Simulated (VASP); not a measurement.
Data:

```
Sn
1.0
   -2.68178     2.68178     1.45768
    2.68178    -2.68178     1.45768
    2.68178     2.68178    -1.45768
Sn
2
Direct
  0.25000   0.75000   0.50000
  0.00000   0.00000   0.00000
```

Calculation: PBE GGA, VASP's PBE PAW potentials (set 64) (plane waves; VASP). Settings: 500 eV cut-off, 14×14×14 Γ-centred mesh, first-order Methfessel-Paxton smearing of 0.10 eV, potentials Sn_d.

Unless said otherwise, spin-orbit coupling is left out, though it shifts the bands of the heavy elements here.

**Question.** Predict the energy per atom (σ→0), pressure, band gap (on the k-mesh) with the smallest direct gap where there is one.

**Answer.** 
| Item | Value |
|---|---|
| band gap (on the k-mesh) | none (metal, semimetal or under 0.01 eV) |
| energy per atom (σ→0) | -3.282 eV/atom |
| pressure | 30.03 GPa |

Only differences to runs with the same potentials and settings are physical.

The compound is Sn in the beta structure. It was relaxed first under an external pressure of 30 GPa.
